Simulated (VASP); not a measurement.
Input:

```yaml
crystal:
  lattice:
    - [4.66962, 0.00000, 0.00000]
    - [-2.33481, 4.04401, 0.00000]
    - [0.00000, 0.00000, 2.59710]
  atoms:
    - { symbol: W, position: [0.00000, 0.00000, 0.00000] }
    - { symbol: W, position: [0.33333, 0.66667, 0.50000] }
    - { symbol: W, position: [0.66667, 0.33333, 0.50000] }
```

Computed with r2SCAN meta-GGA, VASP's PBE PAW potentials (set 64) (plane waves; VASP). Settings: 400 eV cut-off, 9×9×13 Γ-centred mesh, tetrahedra with Blöchl corrections, potentials W_sv.

Q: Give the energies of bands 13 to 24 at the high-symmetry points, in eV from the Fermi level.

A: 
| band | Γ | M | K | A | L | H |
|---|---|---|---|---|---|---|
| 13 | -9.73 | -6.84 | -6.81 | -5.28 | -5.51 | -6.03 |
| 14 | -5.50 | -6.63 | -6.41 | -5.28 | -5.25 | -4.34 |
| 15 | -3.65 | -6.19 | -6.41 | -4.53 | -4.74 | -4.34 |
| 16 | -2.72 | -3.66 | -3.43 | -4.53 | -4.04 | -3.44 |
| 17 | -2.72 | -3.41 | -3.43 | -4.45 | -2.51 | -3.44 |
| 18 | -2.69 | -2.95 | -3.09 | -2.87 | -2.46 | -2.72 |
| 19 | -2.69 | -2.36 | -1.90 | -1.07 | -1.81 | -1.19 |
| 20 | -2.49 | -2.33 | -1.52 | -1.07 | -0.27 | -1.18 |
| 21 | -0.29 | 0.14 | -1.52 | 0.24 | -0.15 | -0.24 |
| 22 | -0.29 | 1.20 | 2.00 | 0.24 | 0.10 | -0.24 |
| 23 | 2.38 | 2.52 | 2.00 | 3.38 | 1.42 | 0.45 |
| 24 | 2.38 | 2.63 | 2.06 | 3.38 | 2.71 | 3.16 |

It has no gap at this level: it comes out as a metal or semimetal.

The structure was generated: W was put into the omega type (P6/mmm), which need not be its known phase. It was relaxed first.
